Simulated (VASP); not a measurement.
# Relaxed volume of layered phosphorus (Cmce, 4 atoms) with LDA, PBEsol, PBEsol+D3(BJ), PBE and r2SCAN in VASP, and the cost per iteration

A transistor channel cut from layered phosphorus has a band gap that depends on how closely the layers sit and how strongly each layer is puckered, so a calculation that starts from a wrong cell carries the error into the gap. I therefore need to know how the common functionals rank on the volume of this crystal, and what each one costs. In every row the cell and the atoms are relaxed at zero pressure within the space group Cmce. The volume error is taken against the cited measured cell, and a negative sign means that the computed cell is too small. The cost is processor time per electronic iteration.

## Computational details

One crystal, P (Cmce, 4 atoms) (known phase); cell and atoms relaxed at zero pressure inside the space group at each level, from a database cell or a slightly enlarged copy of it; errors are taken against the cited cell (a = 3.3164 Å, b = 10.4840 Å, c = 4.3793 Å). Program: VASP 6.6.1, plane waves and PAW (data sets made for LDA of release 64 or PBE of release 64), scalar-relativistic without spin-orbit coupling, no spin polarisation. Occupations: Gaussian smearing of 0.05 eV. Aspherical gradient corrections in the PAW spheres (LASPH) are on in some runs and off in others. Times are rough, from shared x86 server processors. The same in all rows: cutoff and k mesh: 450 eV, k 10×10×8.

Notes on method and selection:

- The relaxed cell is that of the static lattice at zero pressure; zero-point and thermal expansion are in the measured edges, from a tenth of a percent to about one percent (most for halides, soft solids and crystals of the lightest elements such as H, Li, Be and B; not calculated here), so a level that hits the measured value may do so by cancelling errors.
- The relaxation keeps the space group of the starting structure, unless a run's flaw says otherwise, so it can't find a distortion to lower symmetry.
- VASP relaxes on the plane waves of its starting cell; rows come from the last relaxation, in which the volume moved by 1 % or less.
- D3(BJ) is an atom-based dispersion correction added to the functional.
- Older structure determinations can be of non-stoichiometric or impure samples, and a database entry may not state temperature or pressure; a miss of several percent to the same side at every level points at the entry or the magnetic state more than at the functional.
- The Kohn-Sham gap is open in some rows and closed in others.
- Where a crystal was run more than once at a level, the run on the densest mesh (metals) or with the highest cutoff is shown; cells that lost their symmetry or did not come to rest are left out.
- Where a cited cell is compared, it is used only if the database entry bears it out to 0.6 % or a second determination confirms it.
- A table whose volumes refer to PBE has no confirmed cited cell, or one whose c/a every level misses to one side by over 1.2 %.
- Non-spherical gradient terms in the PAW spheres (LASPH) were as a rule on for AM05, RPBE, BLYP, D4 and meta-GGAs and in later sessions, and off for LDA, PBE, PBEsol and D3; where rows differ in this, it bears on volumes, moments and cost.
- Runs that did not converge, have known faults or may not be shown are not listed, and runs on Ansatz's PAW sets soft_1 and soft_2 are kept to separate tables.

Columns:

- volume error (%): relaxed volume over the measured volume (from the cited cell edges), minus one.
- volume (Å³): relaxed volume per atom.
- a (Å): lattice constant a of the conventional cell.
- c (Å): lattice constant c of the conventional cell.
- cost per iteration (core-s): processor time per electronic iteration, mean over the relaxation, shared machines, rough.

Input lines of one member:

```
PREC = Accurate
ENCUT = 450
EDIFF = 1E-07
NELM = 100
ISMEAR = 0
SIGMA = 0.05
LREAL = .FALSE.
ALGO = Normal
GGA = PE
NBANDS = 16
LORBIT = 11
IBRION = 2
NSW = 50
ISIF = 3
EDIFFG = -0.002
```

Command (options for logging and memory left out): `vasp_std`

## Numbers

| member | volume error (%) | volume (Å³) | a (Å) | c (Å) | cost per iteration (core-s) | remark |
| --- | --- | --- | --- | --- | --- | --- |
| LDA | −8.85 | 17.349 | 3.3051 | 4.1301 | 19 | LASPH off |
| PBEsol+D3(BJ) | −16.39 | 15.913 | 3.3411 | 3.8537 | 22 | LASPH off |
| PBE | 11.95 | 21.308 | 3.3058 | 4.5624 | 14 | LASPH off |
| r2SCAN | 8.27 | 20.608 | 3.2927 | 4.5516 | 100 | LASPH on |
| PBEsol | ? | ? | ? | ? | 17 |  |

Cells marked ? are withheld until the estimate has been made.

## What drives the series

From the smallest volume to the largest, the order is PBEsol+D3(BJ), LDA, r2SCAN, PBE. The first two lie below the measured volume and the last two above it, and the whole spread is 11.95 + 16.39 = 28.34 percentage points.

Very little of this comes from the edge a, which runs along the zigzag chains of covalent bonds. From LDA to PBE it grows by only 0.0007 Å, while c, which runs across the puckers, grows by a factor of 4.5624 / 4.1301 = 1.105, or 10.5 %. The conventional cell holds 8 atoms, so the stacking edge follows from b = 8V/(ac). With LDA it is 8 × 17.349 / (3.3051 × 4.1301) = 10.17 Å and with PBE 8 × 21.308 / (3.3058 × 4.5624) = 11.30 Å, a growth of about 11 %.

The soft directions thus take up the difference. Changing c mostly turns bond angles, and changing b works against the weak forces between layers. LDA binds overlapping layers too strongly for want of gradient terms. PBE favours regions of large density gradient, which weakens that attraction, and it has no long-range dispersion to replace it. r2SCAN recovers some attraction at medium range, which fits its place 11.95 − 8.27 = 3.68 points below PBE. LASPH also differs between these two rows, but I expect that to matter by a few tenths of a percent at most.

With PBEsol+D3(BJ) the ratio c/a falls to 3.8537 / 3.3411 = 1.153, against 4.3793 / 3.3164 = 1.320 in the measured cell. The puckers have folded more tightly along c, in the direction that pressure drives this crystal.

An r2SCAN iteration takes 100 / 14 = 7 times as long as a PBE one. The other costs lie too close together to rank on shared machines.

## An estimate before looking

Plain estimates from the members shown:

- PBEsol, mean of the 4 members shown: −1.26 %, standard deviation 12

The mean of the four members, −1.26 %, has a scatter of 12 points and includes a dispersion-corrected row, so I don't rely on it. PBEsol without D3 should lie above −16.39 %, because D3 adds attraction.

I place PBEsol between LDA and PBE by its exchange gradient coefficient, roughly 0.12 against 0.22 in PBE and zero in LDA, a fraction of 0.12 / 0.22 = 0.55. I treat the gradient terms as a constant outward pressure on the LDA crystal. Since the crystal softens as it expands, I use the Murnaghan form, in which pressure is proportional to $1 - x^{-n}$, with $x = V/V_{\mathrm{LDA}}$ and $n$ roughly 8 for a layered solid.

For PBE, x = 21.308 / 17.349 = 1.228 and 1 − 1.228^(−8) = 0.807. For PBEsol this becomes 0.55 × 0.807 = 0.444, so x = (1 − 0.444)^(−1/8) = 1.076. The error is then (1 − 0.0885) × 1.076 − 1 = −0.019, or −1.9 %. No shown member lies on this path to test it.

Gradient correlation lowers the fraction and the saturation of exchange at large gradients raises it. An assumed allowance of 0.15 either way moves the result by about 2.7 points. A straight line would give +2.6 %, and I take half its distance from my value, about 2.2 points, as the uncertainty of the curvature. Together these give √(2.7² + 2.2²) = 3.5 points.

**Committed estimate, PBEsol: volume error = −1.9 ± 3.5 %.**

## How the estimate fared

| member | volume error (%) | volume (Å³) | a (Å) | c (Å) | cost per iteration (core-s) | remark |
| --- | --- | --- | --- | --- | --- | --- |
| PBEsol | −5.61 | 17.966 | 3.3155 | 4.2067 | 17 | LASPH off |

| member | estimate | volume error (%) | computed | estimate − computed | miss in error bars |
| --- | --- | --- | --- | --- | --- |
| PBEsol | committed | −1.90 | −5.61 | +3.71 | 1.1 |
| PBEsol | mean | −1.26 | −5.61 | +4.36 |  |

The computed PBEsol error is −5.61 %, so my estimate of −1.9 ± 3.5 % was 3.71 points too high and falls just outside its error bar. It beat the plain mean by only 0.65 points.

The order held: PBEsol lies above PBEsol+D3(BJ) and between LDA and PBE. The curved form also did better than a straight line with the same fraction, which would have missed by about 8 points.

One volume can't tell a wrong fraction from a wrong curvature, but if the curvature is kept, the fraction of 0.55 was too large. Put back into my formula, the computed volume gives x = 17.966 / 17.349 = 1.036 and 1 − x⁻⁸ = 0.24, hence a fraction of 0.24 / 0.807 = 0.30. A likely reason is that I had scaled by exchange alone, whereas the gradient part of correlation pulls the crystal together and offsets a larger share of the exchange term in PBEsol than in PBE. The gap may matter as well. It is closed with LDA and PBEsol and open with PBE, and overlapping bands favour a compact cell, so one smooth curve through both states was a bold assumption.

## Departures from the trend

The five errors average (−8.85 − 16.39 + 11.95 + 8.27 − 5.61) / 5 = −2.13 %, with a standard deviation of about 11 points. The two farthest members lie almost equally far out on opposite sides, PBEsol+D3(BJ) 16.39 − 2.13 = 14.26 points below the average and PBE 11.95 + 2.13 = 14.08 above it.

PBEsol+D3(BJ) is the more instructive. Adding D3 to PBEsol takes the volume from 17.966 to 15.913 Å³ per atom, a loss of 11.4 %, and shortens c by 0.353 Å while a grows slightly. That is more than a closing of the gaps between layers, because the puckers fold more tightly too. PBEsol already gives too small a cell, and the correction adds attraction to a crystal that is soft in just these directions. Its coefficients are also made for atoms and don't see the screening in a metallic crystal, which would exaggerate the attraction.

PBE errs the other way, most likely because it lacks attraction between the layers. The comparison with r2SCAN fits this: c differs by only 4.5624 − 4.5516 = 0.0108 Å, while b is 11.30 Å with PBE and 8 × 20.608 / (3.2927 × 4.5516) = 11.00 Å with r2SCAN. Most of the difference in volume therefore lies in the stacking direction, where medium-range attraction acts.

## Measured against computed

| member | quantity | measured | computed | computed − measured | conditions | source |
| --- | --- | --- | --- | --- | --- | --- |
| LDA | volume (Å³) | 19.0331 | 17.349 | −1.684 (−8.8 %) | 293 K; diffraction; structure determination listed in the Crystallography Open Database | [1] |
| PBEsol+D3(BJ) | volume (Å³) | 19.0331 | 15.913 | −3.120 (−16.4 %) | 293 K; diffraction; structure determination listed in the Crystallography Open Database | [1] |
| PBE | volume (Å³) | 19.0331 | 21.308 | +2.275 (+12.0 %) | 293 K; diffraction; structure determination listed in the Crystallography Open Database | [1] |
| r2SCAN | volume (Å³) | 19.0331 | 20.608 | +1.575 (+8.3 %) | 293 K; diffraction; structure determination listed in the Crystallography Open Database | [1] |
| PBEsol | volume (Å³) | 19.0331 | 17.966 | −1.067 (−5.6 %) | 293 K; diffraction; structure determination listed in the Crystallography Open Database | [1] |

Computed − measured (first source of each member):

- volume (Å³): mean error −0.404, mean absolute error 1.944 (10.2 %) over 5 members

Sources:

[1] (doi:10.1021/ic062192q, 2007)

By size of error the functionals rank PBEsol (−5.6 %), r2SCAN (+8.3 %), LDA (−8.8 %), PBE (+12.0 %) and PBEsol+D3(BJ) (−16.4 %). PBEsol is the best and PBEsol+D3(BJ) the worst.

The measured cell is from diffraction at 293 K and the computed ones are static. Taking thermal and zero-point expansion out of the measured volume would make the negative errors smaller and the positive ones larger, by roughly one point. r2SCAN and LDA are only 0.58 points apart in size, so their order is open. The errors fall on both sides of zero, which gives me no reason to doubt the measured cell.

The edge a is within 0.8 % of experiment at every level. The edge c ranges from −12.0 % with PBEsol+D3(BJ) to +4.2 % with PBE, so the covalent chains are described well and the puckering is not.

First place for PBEsol probably rests on a cancellation. Its cell is too small although it has no long-range dispersion, so it must bind too strongly in other ways, and the missing dispersion offsets part of that. Its gap is also closed, although the real crystal is a semiconductor.

## Time and accuracy

LDA, PBE, PBEsol and PBEsol+D3(BJ) take 14 to 22 core-seconds per iteration, which on shared machines counts as one price. The choice among these four should rest on the physics.

r2SCAN costs 100 / 17 = 5.9 times as much per iteration as PBEsol. Part of that goes into the kinetic-energy density and the LASPH terms. For this money the volume error is 8.27 %, larger in size than the 5.61 % of PBEsol, but the gap stays open. Against PBE, which also keeps the gap open, r2SCAN takes 3.68 points off the volume error.

## What to take away

For this crystal the choice of functional moves the volume by 28 points, nearly all of it through b and c. A further functional can't be placed closely from these rows: their scatter is about 11 points, and my interpolation between LDA and PBE missed by 3.7.

For device work the layer spacing b/2 is the handier number. It is 4 × 17.966 / (3.3155 × 4.2067) = 5.15 Å with PBEsol, 11.00 / 2 = 5.50 Å with r2SCAN and 11.30 / 2 = 5.65 Å with PBE, against 10.4840 / 2 = 5.24 Å measured. A gap computed on any of these relaxed cells inherits that error, so I would compute it on the measured cell, and with a hybrid functional or GW, because semilocal functionals make gaps too small even in the right cell.

A dispersion correction is no small refinement here: adding D3 to PBEsol moves the volume error down by 16.39 − 5.61 = 10.78 points, away from experiment. Added to PBE it would act in the right direction, by an amount not shown in the table.

[Logs are printed without paths, hosts, clocks, repeated set-up lines and the standing remarks that a program may print on its own settings, such as how far it seeks lower states.]
